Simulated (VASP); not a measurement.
Here is the system:

```
AlTi
1.0
    2.76714     0.00000     0.00000
    0.00000     2.76714     0.00000
    0.00000     0.00000     3.98774
Ti Al
1 1
Direct
  0.50000   0.50000   0.50000
  0.00000   0.00000   0.00000
```

Level of theory: LDA (Ceperley-Alder, Perdew-Zunger), VASP's LDA PAW potentials (set 64) (plane waves; VASP). Numerical set-up: 400 eV cut-off, 15×15×10 Γ-centred mesh, tetrahedra with Blöchl corrections, potentials Ti_sv Al.

Task: Estimate the energy per atom (σ→0), band gap (on the k-mesh) with the smallest direct gap where there is one.

Result: 
| Property | Value |
|---|---|
| band gap (on the k-mesh) | none (metal, semimetal or under 0.01 eV) |
| energy per atom (σ→0) | -655.2 kJ/mol of atoms |

Only differences to runs with the same potentials and settings are physical.

The structure comes from a computed database's TiAl entry (P4/mmm); how it stands against other phases isn't given here. It was relaxed first. The electron count is odd and the run is not spin-polarised, which forces a metal.
